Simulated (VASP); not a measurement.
Calculation: LDA (Ceperley-Alder, Perdew-Zunger), VASP's LDA PAW potentials (set 64) (plane waves; VASP).

A VASP calculation is set up with these files.

File KPOINTS:
```
Regular mesh
0
gamma
  8 8 8
0 0 0
```

### POSCAR
```
Si
1
    0.0000000000     2.7218500000     2.7218500000
    2.7218500000     0.0000000000     2.7218500000
    2.7218500000     2.7218500000     0.0000000000
Si
2
Direct
  0.2500000000   0.2500000000   0.2500000000
  0.0000000000   0.0000000000   0.0000000000
```

### INCAR
```
ALGO = Normal
EDIFF = 1E-6
EDIFFG = -0.01
ENCUT = 400
IBRION = 2
ISIF = 3
ISMEAR = 0
LASPH = .TRUE.
LCHARG = .FALSE.
LREAL = .FALSE.
LWAVE = .FALSE.
NELM = 100
NSW = 60
PREC = Accurate
SIGMA = 0.05
SYSTEM = Si
```

POTCAR, in this order: Si (LDA.64 set). Program: vasp_std.

### Question
What will the output report for the number of irreducible k-points (NKPTS), number of bands (NBANDS), largest plane-wave count, number of space-group operations, FFT grid (NGX, NGY, NGZ)?

### Answer

number of irreducible k-points (NKPTS): 29
number of bands (NBANDS): 8
largest plane-wave count: 754
number of space-group operations: 48
FFT grid (NGX, NGY, NGZ): 28 × 28 × 28

The structure comes from a computed database's Si entry (Fd-3m); how it stands against other phases isn't given here. This run relaxes it. Symmetry was kept, so distortions that lower it aren't found.
